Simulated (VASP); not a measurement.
Energy against volume of NiSi$_{2}$ (fluorite). Calculation: LDA (Ceperley-Alder, Perdew-Zunger), VASP's LDA PAW potentials (set 64) (plane waves; VASP). Run with 520 eV cut-off, 10×10×10 Γ-centred mesh, first-order Methfessel-Paxton smearing of 0.10 eV, potentials Si Ni.

```json
[
 {"V (Å³/atom)": "12.040", "E (eV/atom)": "-6.60673"},
 {"V (Å³/atom)": "12.425", "E (eV/atom)": "-6.62699"},
 {"V (Å³/atom)": "12.809", "E (eV/atom)": "-6.63286"},
 {"V (Å³/atom)": "13.193", "E (eV/atom)": "-6.62634"}
]
```

Fit these four points and predict the energy of the run at 13.578 Å³/atom.

A cubic in V^(−2/3), the third-order Birch-Murnaghan form, passes through the four points with V0 = 12.79 Å³/atom and B0 = 173 GPa, and gives -6.6091 eV/atom there. The run gave -6.6094 eV/atom, -0.3 meV/atom from the fit; all five points give B0 = 172 GPa.

The compound is NiSi2 in the fluorite structure. It was relaxed first. The run is not spin-polarised, so no magnetic state was tried.
